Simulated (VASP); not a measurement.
Level of theory: LDA (Ceperley-Alder, Perdew-Zunger), VASP's LDA PAW potentials (set 64) (plane waves; VASP).

VASP input:

File POSCAR:
```
Ta
1
   -1.6135365487     1.6135365487     1.6135365487
    1.6135365487    -1.6135365487     1.6135365487
    1.6135365487     1.6135365487    -1.6135365487
Ta
1
Direct
  0.0000000000   0.0000000000   0.0000000000
```

**INCAR**
```
SYSTEM=Ta
EDIFF=1E-7
NELM=100   ! most electronic steps
ENCUT=520
LASPH=.TRUE.   ! aspherical one-centre terms
ALGO=Normal
LMAXMIX=6   ! l cut-off of mixed one-centre charges
ISMEAR=1   ! Methfessel-Paxton
PREC=Accurate
LCHARG=.FALSE.
ISIF=2
SIGMA=0.1   ! width (eV)
LREAL=.FALSE.
LWAVE=.FALSE.
```

KPOINTS:
```
Automatic mesh
0
Gamma
16 16 16
0 0 0
```

POTCAR, in this order: Ta_pv (LDA.64 set). Program: vasp_std.

The resulting files:

File OUTCAR:
```
 ion  position               nearest neighbor table
   1  0.000  0.000  0.000-
  LATTYP: Found a body centered cubic cell.
 ALAT       =     3.2270730974
 Subroutine PRICEL returns:
 Original cell was already a primitive cell.
 Subroutine GETGRP returns: Found 48 space group operations
The static configuration has the point symmetry O_h .
The dynamic configuration has the point symmetry O_h .
 Subroutine INISYM returns: Found 48 space group operations
 Subroutine IBZKPT returns following result:
 Found    145 irreducible k-points:

 Following reciprocal coordinates:
            Coordinates               Weight
  0.000000  0.000000  0.000000      1.000000
  0.062500  0.000000  0.000000     12.000000
  0.125000  0.000000  0.000000     12.000000
  0.187500  0.000000  0.000000     12.000000
  0.250000  0.000000  0.000000     12.000000
  0.312500  0.000000  0.000000     12.000000
  0.375000  0.000000  0.000000     12.000000
  0.437500  0.000000  0.000000     12.000000
  0.500000  0.000000  0.000000      6.000000
  0.062500  0.062500  0.000000     24.000000
...
```

File OSZICAR:
```
       N       E                     dE             d eps       ncg     rms          rms(c)
DAV:   1     0.445528820515E+02    0.44553E+02   -0.66086E+03  2610   0.118E+03
DAV:   2    -0.126387668494E+02   -0.57192E+02   -0.56149E+02  3326   0.247E+02
DAV:   3    -0.132576067922E+02   -0.61884E+00   -0.60554E+00  3104   0.259E+01
DAV:   4    -0.132617624301E+02   -0.41556E-02   -0.40902E-02  3016   0.162E+00
DAV:   5    -0.132617920908E+02   -0.29661E-04   -0.29658E-04  2908   0.119E-01    0.152E+01
DAV:   6    -0.129225333797E+02    0.33926E+00   -0.34584E-01  2710   0.704E+00    0.747E+00
DAV:   7    -0.128169080669E+02    0.10563E+00   -0.27382E-01  2743   0.595E+00    0.411E-01
DAV:   8    -0.128148495536E+02    0.20585E-02   -0.43664E-03  2835   0.895E-01    0.747E-02
DAV:   9    -0.128148226710E+02    0.26883E-04   -0.94842E-05  2799   0.124E-01    0.285E-02
DAV:  10    -0.128148228214E+02   -0.15037E-06   -0.33037E-06  3314   0.240E-02    0.346E-03
DAV:  11    -0.128148227940E+02    0.27394E-07   -0.97370E-08  1845   0.400E-03
   1 F= -.12814823E+02 E0= -.12814728E+02  d E =-.284906E-03
```

File OUTCAR:
```
------------------------ aborting loop because EDIFF is reached ----------------------------------------
  FORCE on cell =-STRESS in cart. coord.  units (eV):
  Direction    XX          YY          ZZ          XY          YZ          ZX
  --------------------------------------------------------------------------------------
  Total        0.6389729      0.6389729      0.6389729      0.0000000     -0.0000000      0.0000000
  in kB       60.9251548     60.9251548     60.9251548      0.0000000     -0.0000000      0.0000000
  external PRESSURE =      60.9251548 kB  Pullay stress =       0.0000000 kB
  volume of cell :       16.80
      direct lattice vectors                 reciprocal lattice vectors
    -1.613536549  1.613536549  1.613536549     0.000000000  0.309878323  0.309878323
     1.613536549 -1.613536549  1.613536549     0.309878323  0.000000000  0.309878323
     1.613536549  1.613536549 -1.613536549     0.309878323  0.309878323  0.000000000
 POSITION                                       TOTAL-FORCE (eV/Angst)
 -----------------------------------------------------------------------------------
      0.00000      0.00000      0.00000         0.000000     -0.000000      0.000000
 -----------------------------------------------------------------------------------
    total drift:                               -0.000000      0.000000     -0.000000
  FREE ENERGIE OF THE ION-ELECTRON SYSTEM (eV)
  ---------------------------------------------------
  free  energy   TOTEN  =       -12.8148227940 eV

  energy  without entropy=      -12.8145378877  energy(sigma->0) =      -12.81472783
```
(Selected blocks of OUTCAR.)

The compound is Ta in the bcc structure. This cell is one point of a volume scan, at 0.97 of the reference volume.
